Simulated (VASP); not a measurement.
```yaml
crystal:
  lattice:
    - [0.00000, 3.16406, 3.16406]
    - [3.16406, 0.00000, 3.16406]
    - [3.16406, 3.16406, 0.00000]
  atoms:
    - { symbol: Te, position: [0.50000, 0.50000, 0.50000] }
    - { symbol: Pb, position: [0.00000, 0.00000, 0.00000] }
```

Computed with AM05 GGA, VASP's PBE PAW potentials (set 64) (plane waves; VASP). Run with 520 eV cut-off, 7×7×7 Γ-centred mesh, Gaussian smearing of 0.050 eV, potentials Te Pb_d.

Question: What does the run give for the energy per atom (σ→0), pressure?

Answer: 
* **energy per atom (σ→0)**: -3.813 eV/atom
* **pressure**: 3.08 GPa

Only differences to runs with the same potentials and settings are physical.

The compound is PbTe in the rock salt structure. This cell is one point of a volume scan, at 0.94 of the reference volume.
